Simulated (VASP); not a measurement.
Given:

```
ZnS
1.0
    1.93841    -3.35742     0.00000
    1.93841     3.35742     0.00000
    0.00000     0.00000     6.35781
Zn S
2 2
Direct
  0.66667   0.33333   0.50024
  0.33333   0.66667   0.00024
  0.66667   0.33333   0.87476
  0.33333   0.66667   0.37476
```

Calculation: optB88-vdW, VASP's PBE PAW potentials (set 64) (plane waves; VASP 6.6.1). Settings: 520 eV cut-off, 7×7×4 Γ-centred mesh, Gaussian smearing of 0.050 eV, potentials Zn S.

Give the stress tensor in GPa (positive for a compressed cell).

```
-2.00   0.00   0.00
 0.00  -2.00   0.00
 0.00   0.00  -1.89
```
The pressure is its mean diagonal, -1.97 GPa.

The compound is ZnS in the wurtzite structure, the high-temperature form. This cell is one point of a volume scan, at 1.03 of the reference volume.
